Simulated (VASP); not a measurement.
Input:

```yaml
crystal:
  lattice:
    - [3.97252, 0.00000, 0.00000]
    - [-1.98626, 3.44031, 0.00000]
    - [0.00000, 0.00000, 5.44691]
  atoms:
    - { symbol: Mn, position: [0.00000, 0.00000, 0.50000] }
    - { symbol: Mn, position: [0.00000, 0.00000, 0.00000] }
    - { symbol: Sn, position: [0.33333, 0.66667, 0.25000] }
    - { symbol: Sn, position: [0.66667, 0.33333, 0.75000] }
```

All values below come from PBEsol GGA, VASP's PBE PAW potentials (set 64) (plane waves; VASP). Settings: 400 eV cut-off, Gaussian smearing of 0.050 eV, potentials Mn_pv Sn_d.

The run has a spin-polarised start.

### Question
Give the spin-up energies of bands 21 to 34 at the high-symmetry points, in eV from the Fermi level.

### Answer

```json
[
 {"band": "21", "Γ": "-3.14", "M": "-2.87", "K": "-3.63", "A": "-2.50", "L": "-2.44", "H": "-3.35"},
 {"band": "22", "Γ": "-2.72", "M": "-2.78", "K": "-2.46", "A": "-2.50", "L": "-2.44", "H": "-3.35"},
 {"band": "23", "Γ": "-2.34", "M": "-1.87", "K": "-2.46", "A": "-2.25", "L": "-2.21", "H": "-2.24"},
 {"band": "24", "Γ": "-2.34", "M": "-1.66", "K": "-2.11", "A": "-2.25", "L": "-2.21", "H": "-2.24"},
 {"band": "25", "Γ": "-1.86", "M": "-1.59", "K": "-1.59", "A": "-1.84", "L": "-1.72", "H": "-1.89"},
 {"band": "26", "Γ": "-1.86", "M": "-1.57", "K": "-1.59", "A": "-1.84", "L": "-1.72", "H": "-1.89"},
 {"band": "27", "Γ": "-0.99", "M": "-1.50", "K": "-1.10", "A": "-1.84", "L": "-1.45", "H": "-1.51"},
 {"band": "28", "Γ": "-0.99", "M": "-1.17", "K": "-1.10", "A": "-1.84", "L": "-1.45", "H": "-1.51"},
 {"band": "29", "Γ": "0.86", "M": "-0.99", "K": "-0.90", "A": "2.14", "L": "-1.37", "H": "-0.70"},
 {"band": "30", "Γ": "2.75", "M": "-0.94", "K": "-0.53", "A": "2.14", "L": "-1.37", "H": "-0.70"},
 {"band": "31", "Γ": "2.75", "M": "-0.77", "K": "0.75", "A": "4.18", "L": "1.86", "H": "-0.60"},
 {"band": "32", "Γ": "4.70", "M": "1.29", "K": "0.75", "A": "4.18", "L": "1.86", "H": "-0.60"},
 {"band": "33", "Γ": "4.70", "M": "2.51", "K": "2.32", "A": "4.18", "L": "3.73", "H": "6.02"},
 {"band": "34", "Γ": "5.03", "M": "4.98", "K": "2.32", "A": "4.18", "L": "3.73", "H": "6.02"}
]
```

### Question
Give the spin-down energies of bands 21 to 34 at the high-symmetry points, in eV from the Fermi level.

### Answer

| band | Γ | M | K | A | L | H |
|---|---|---|---|---|---|---|
| 21 | -1.76 | -1.54 | -2.60 | -0.86 | -1.06 | -3.01 |
| 22 | -0.94 | -1.45 | -1.28 | -0.86 | -1.06 | -3.01 |
| 23 | 0.10 | -1.40 | -1.28 | -0.82 | -0.74 | -0.50 |
| 24 | 0.10 | -0.98 | -0.40 | -0.82 | -0.74 | -0.50 |
| 25 | 0.54 | -0.68 | -0.19 | 0.72 | 0.63 | 0.56 |
| 26 | 0.54 | 0.65 | 0.87 | 0.72 | 0.63 | 0.56 |
| 27 | 1.71 | 0.79 | 0.87 | 0.72 | 0.99 | 0.82 |
| 28 | 1.71 | 0.95 | 1.14 | 0.72 | 0.99 | 0.82 |
| 29 | 2.93 | 1.22 | 1.64 | 2.69 | 1.06 | 1.52 |
| 30 | 2.93 | 1.61 | 1.64 | 2.69 | 1.06 | 1.52 |
| 31 | 3.10 | 1.79 | 2.15 | 4.92 | 2.95 | 1.80 |
| 32 | 4.97 | 3.05 | 2.15 | 4.92 | 2.95 | 1.80 |
| 33 | 5.70 | 4.08 | 3.64 | 4.92 | 4.72 | 6.52 |
| 34 | 5.70 | 5.97 | 3.64 | 4.92 | 4.72 | 6.52 |

It has no gap at this level: it comes out as a metal or semimetal.

The structure comes from a computed database's MnSn entry (P6_3/mmc); how it stands against other phases isn't given here. It was relaxed first, which changed the volume by -6 %.
